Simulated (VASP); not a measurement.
Write the native input for VASP 6.6.1 that does the following.

* Task: relaxation of the atoms
* Functional: LDA
* Potentials or basis: VASP PAW LDA potentials, release 64 (Ga_d, Sb)
* Cutoff: 600 eV
* k mesh: 10 × 10 × 10
* Occupations: gaussian, width 0.03 eV
* Spin: no spin polarisation
* Further INCAR settings: ALGO = Normal; EDIFF = 1e-07; IBRION = 2; EDIFFG = -0.01; NSW = 40

The structure of GaSb lies in POSCAR:

```
GaSb                                    
1.0
    0.0000000000      3.0870471107      3.0870471107
    3.0870471107      0.0000000000      3.0870471107
    3.0870471107      3.0870471107      0.0000000000
  Ga              Sb            
     1     1
Direct
     0.0000000000000000    0.0000000000000000    0.0000000000000000
     0.2500000000000000    0.2500000000000000    0.2500000000000000
```

The cell isn't the ideal one: a relaxed cell with its volume scaled by 1.06.

One way to write it, as run:

INCAR

```
SYSTEM = GaSb
ALGO = Normal
EDIFF = 1E-7
EDIFFG = -0.01
ENCUT = 600
IBRION = 2
ISIF = 2
ISMEAR = 0
LASPH = .True.
LCHARG = .False.
LREAL = .False.
LWAVE = .False.
NELM = 80
NSW = 40
PREC = Accurate
SIGMA = 0.03
```

KPOINTS

```
k-points
0
Gamma
  10 10 10
  0 0 0
```

Potentials or basis: VASP PAW LDA potentials, release 64 (Ga_d, Sb).

The run is started by

```bash
$ cat potpaw_LDA.64/Ga_d/POTCAR potpaw_LDA.64/Sb/POTCAR > POTCAR
$ mpirun -np 1 vasp_std > vasp.out
```

Results of the run:

```json
{
  "Pressure after relaxing": "-2.8 GPa",
  "Band gap on the k mesh": "none (metal or under the smearing width)"
}
```

Caveat: the relaxation stopped at its first step, so nothing moved.

It took 20 s on 1 thread of Intel(R) Xeon(R) Platinum 8488C (Sapphire Rapids), on a shared host, peak memory 0.2 GiB.
